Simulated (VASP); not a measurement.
Consider the following.

```xyz
3
Lattice="1.5813 -2.7389 0.0000 1.5813 2.7389 0.0000 0.0000 0.0000 3.5408" Properties=species:S:1:pos:R:3 pbc="T T T"
Zr     0.0000     0.0000     3.5408
B      1.5813     0.9130     1.7704
B      1.5813    -0.9130     1.7704
```

These are rev-vdW-DF2, VASP's PBE PAW potentials (set 64) (plane waves; VASP 6.6.1) values and carry that method's errors. Run with 520 eV cut-off, Gaussian smearing of 0.050 eV, potentials Zr_sv B.

Q: Estimate the band gap (along the path) with the smallest direct gap where there is one.

A: 
- band gap (along the path): none (metal, semimetal or under 0.01 eV)

The absolute energy has meaning only against runs of the same code, potentials and settings.

The compound is ZrB2 in the AlB2 type structure. It was relaxed first.
